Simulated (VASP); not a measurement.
An input for Ansatz (written as the equivalent of a VASP run, and not itself run):

Ansatz 0.2 input:
```yaml
crystal:
  lattice:
    - [2.9899140, 0.0000000, 0.0000000]
    - [0.0000000, 2.9899140, 0.0000000]
    - [0.0000000, 0.0000000, 2.9899140]
  atoms:
    - { symbol: Cu, position: [0.0000000, 0.0000000, 0.0000000] }
    - { symbol: As, position: [0.5000000, 0.5000000, 0.5000000] }
kpoints:
  mp_grid: { grid: [8, 8, 8] }
hamiltonian:
  xc: pbe
  pseudopotentials: { kind: paw }
scf:
  occupations: { method: gaussian, width: 0.05 }
  max_iter: 100
output: { forces: true, stress: true, eigenvalues: true }
```

Q: Write the VASP files for the same calculation (PBE).

A: Several could match; the one computed here: 
File POSCAR:
```
CuAs
1
    2.9899140000     0.0000000000     0.0000000000
    0.0000000000     2.9899140000     0.0000000000
    0.0000000000     0.0000000000     2.9899140000
Cu As
1 1
Direct
  0.0000000000   0.0000000000   0.0000000000
  0.5000000000   0.5000000000   0.5000000000
```

### INCAR
```
LCHARG = .FALSE.
LMAXMIX = 4
ISMEAR = 0
LASPH = .TRUE.
NELM = 100   ! most electronic steps
GGA = PE
ISIF = 2   ! forces and stress, cell fixed
ALGO = Normal
SYSTEM = CuAs
ENCUT = 400   ! plane-wave cut-off (eV)
SIGMA = 0.05   ! width (eV)
PREC = Accurate
LWAVE = .FALSE.
LREAL = .FALSE.   ! projection in real space or not
EDIFF = 1E-5   ! SCF stop (eV)
```

KPOINTS:
```
Automatic mesh
0
Gamma
8 8 8
0 0 0
```

POTCAR, in this order: Cu As (PBE.64 set). Program: vasp_std.

The two are equivalent in intent, not identical: each code has its own PAW files, so the cut-off isn't converted (ENCUT is set for VASP's; basis.ecutwfc is left out, and Ansatz then takes the one that its files recommend); Ansatz stops its SCF on the density residual and VASP on the energy change (EDIFF).

The structure was generated: CuAs was put into the CsCl type (Pm-3m), which need not be its known phase. The cell was not relaxed at this level. The run is one of a series of settings (EDIFF = 1E-5 against the base run), some of them coarse on purpose.
